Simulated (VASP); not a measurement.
Level of theory: HSE06 screened hybrid, VASP's PBE PAW potentials (set 64) (plane waves; VASP).

VASP ran on this input.

File POSCAR:
```
Ga
1
    2.2600000000    -3.8300000000    -0.0000000000
    2.2600000000     3.8300000000     0.0000000000
    0.0000000000     0.0000000000     4.5300000000
Ga
4
Direct
  0.1549000000   0.8451000000   0.9190000000
  0.3451000000   0.6549000000   0.4190000000
  0.6549000000   0.3451000000   0.5810000000
  0.8451000000   0.1549000000   0.0810000000
```

KPOINTS:
```
Automatic mesh
0
Gamma
2 2 2
0 0 0
```

INCAR:
```
SYSTEM=Ga
PREC=Accurate; ENCUT=400; LREAL=.FALSE.
LASPH=.TRUE.; ISYM=3
EDIFF=1E-6; NELM=100; ALGO=Normal
LMAXMIX=4
ISMEAR=1; SIGMA=0.1
GGA=PE; LHFCALC=.TRUE.; AEXX=0.25
HFSCREEN=0.2; PRECFOCK=Fast
ISIF=2
LWAVE=.FALSE.; LCHARG=.FALSE.
```

POTCAR, in this order: Ga_d (PBE.64 set). Program: vasp_std.

What VASP printed:

OSZICAR:
```
       N       E                     dE             d eps       ncg     rms          rms(c)
DAV:   1    -0.144712326128E+04   -0.14471E+04   -0.24274E+04   379   0.290E+03
DAV:   2    -0.175603742634E+04   -0.30891E+03   -0.30438E+03   407   0.545E+02
DAV:   3    -0.178965271763E+04   -0.33615E+02   -0.32866E+02   435   0.134E+02
DAV:   4    -0.179048876122E+04   -0.83604E+00   -0.83521E+00   393   0.253E+01
DAV:   5    -0.117379096040E+02    0.17788E+04   -0.13309E+01   449   0.452E+01    0.226E+00
DAV:   6    -0.118353973391E+02   -0.97488E-01   -0.89463E-01   442   0.897E+00    0.165E+00
DAV:   7    -0.118521649523E+02   -0.16768E-01   -0.58553E-02   437   0.203E+00    0.117E+00
DAV:   8    -0.118555806310E+02   -0.34157E-02   -0.11035E-02   473   0.984E-01    0.800E-01
DAV:   9    -0.118500719865E+02    0.55086E-02   -0.78209E-03   431   0.632E-01    0.506E-01
DAV:  10    -0.118468594216E+02    0.32126E-02   -0.43581E-03   485   0.394E-01    0.308E-01
DAV:  11    -0.118456421489E+02    0.12173E-02   -0.14171E-03   445   0.258E-01    0.185E-01
DAV:  12    -0.118452192423E+02    0.42291E-03   -0.46288E-04   460   0.217E-01    0.110E-01
DAV:  13    -0.118450829941E+02    0.13625E-03   -0.15057E-04   480   0.162E-01    0.658E-02
DAV:  14    -0.118450418887E+02    0.41105E-04   -0.53819E-05   458   0.107E-01    0.391E-02
DAV:  15    -0.118450300592E+02    0.11830E-04   -0.19256E-05   451   0.765E-02    0.233E-02
DAV:  16    -0.118450262833E+02    0.37759E-05   -0.75609E-06   442   0.437E-02    0.139E-02
DAV:  17    -0.118450245640E+02    0.17192E-05   -0.26957E-06   332   0.298E-02    0.844E-03
DAV:  18    -0.118450234792E+02    0.10848E-05   -0.10803E-06   235   0.188E-02    0.517E-03
DAV:  19    -0.118450226869E+02    0.79225E-06   -0.72100E-07   207   0.136E-02
   1 F= -.11845023E+02 E0= -.11845506E+02  d E =0.144949E-02
```

File OUTCAR:
```
------------------------ aborting loop because EDIFF is reached ----------------------------------------
  FORCE on cell =-STRESS in cart. coord.  units (eV):
  Direction    XX          YY          ZZ          XY          YZ          ZX
  --------------------------------------------------------------------------------------
  Total        3.7266429     -0.6004221      0.5583031      0.0000000      0.0000000      0.0000000
  in kB       76.1365073    -12.2668158     11.4063116      0.0000000      0.0000000      0.0000000
  external PRESSURE =      25.0920011 kB  Pullay stress =       0.0000000 kB
  volume of cell :       78.42
      direct lattice vectors                 reciprocal lattice vectors
     2.260000000 -3.830000000  0.000000000     0.221238938 -0.130548303  0.000000000
     2.260000000  3.830000000  0.000000000     0.221238938  0.130548303  0.000000000
     0.000000000  0.000000000  4.530000000     0.000000000  0.000000000  0.220750552
 POSITION                                       TOTAL-FORCE (eV/Angst)
 -----------------------------------------------------------------------------------
      2.26000      2.64347      4.16307         0.000000     -0.304494     -0.062458
      2.26000      1.18653      1.89807         0.000000      0.304494     -0.062458
      2.26000     -1.18653      2.63193         0.000000     -0.304494      0.062458
      2.26000     -2.64347      0.36693         0.000000      0.304494      0.062458
 -----------------------------------------------------------------------------------
    total drift:                               -0.000632      0.001016      0.000017
  FREE ENERGIE OF THE ION-ELECTRON SYSTEM (eV)
  ---------------------------------------------------
  free  energy   TOTEN  =       -11.8450226869 eV

  energy  without entropy=      -11.8464721794  energy(sigma->0) =      -11.84550585

  exchange ACFDT corr.  =         0.00000000  see jH, gK, PRB 81, 115126
```
(Selected blocks of OUTCAR.)

The compound is Ga in the alpha structure. The cell was not relaxed at this level. The k-mesh is coarse (spacing up to 0.81 per Å, 2π included), so the numbers may not be converged in it.
